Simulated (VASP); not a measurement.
Cs2BH5:

```
CELL_PARAMETERS angstrom
-2.87102 2.87102 4.80388
2.87102 -2.87102 4.80388
2.87102 2.87102 -4.80388
ATOMIC_POSITIONS crystal
Cs 0.75000 0.25000 0.50000
Cs 0.25000 0.75000 0.50000
B 0.00000 0.00000 0.00000
H 0.50000 0.00000 0.50000
H 0.00000 0.50000 0.50000
H 0.21325 0.21325 0.00000
H 0.78675 0.78675 0.00000
H 0.50000 0.50000 0.00000
```

The cell was built by a generator and needn't be a form met in nature.

The cell isn't the ideal one: random cell by space group and Wyckoff sites (I4/mmm, No. 139).

| Quantity | Value |
| --- | --- |
| Program | VASP 6.6.1 |
| Task | relaxation of cell and atoms |
| Functional | PBE |
| Potentials or basis | VASP PAW PBE potentials, release 64 (Cs_sv, B, H) |
| Cutoff | 600 eV |
| k mesh | 4 × 4 × 4 |
| Occupations | gaussian, width 0.1 eV |
| Spin | no spin polarisation |

At the start: pressure -0.5 GPa; volume 19.80 Å³/atom.

Q: Where does the relaxation end?

A: Over 17 steps the energy falls by 528.1 meV/atom and the volume is 18.59 Å³/atom (-6.1 %); space group I4/mmm (No. 139, to 0.05 Å).

The path:
```
step  energy change (eV)  largest force (eV/Å)  pressure (GPa)  volume (Å³)
   1              0.0000                1.1603           -0.55       158.39
   2             -0.1517                1.3166           -0.63       156.84
   3             -0.7154                1.8199           -1.03       152.20
   4             -2.4422                3.1785           -1.88       143.02
   5             -0.1342               16.9901           15.33       125.06
   6             -3.1922                3.0312           -1.32       140.13
   7             -4.0586                1.0174            3.24       132.54
   8             -4.0760                0.6702            1.59       134.42
   9             -4.0963                0.0629            2.20       133.67
  10             -4.1344                1.2421            0.76       144.59
  11             -4.1908                0.6781            1.31       139.75
  12             -3.9279                1.9076           -2.56       150.30
  13             -4.2135                0.0871            0.27       141.93
  14             -4.2136                0.0353            0.34       141.75
  15             -4.2136                0.0234            0.36       141.71
  16             -4.2205                0.0093            0.22       143.97
  17             -4.2251                0.0192           -0.03       148.74
```

Final structure:
```
Cs B H
1.0
    -2.65914    2.65914    5.25871
     2.65914   -2.65914    5.25871
     2.65914    2.65914   -5.25871
Cs B H
2 1 5
Direct
  0.75000 0.25000 0.50000
  0.25000 0.75000 0.50000
  0.00000 0.00000 0.00000
  0.50000 0.00000 0.50000
  0.00000 0.50000 0.50000
  0.11219 0.11219 0.00000
  0.88781 0.88781 0.00000
  0.50000 0.50000 0.00000
```

Caveat: the k mesh is coarse (spacing up to 0.39 Å⁻¹), so the values aren't converged.
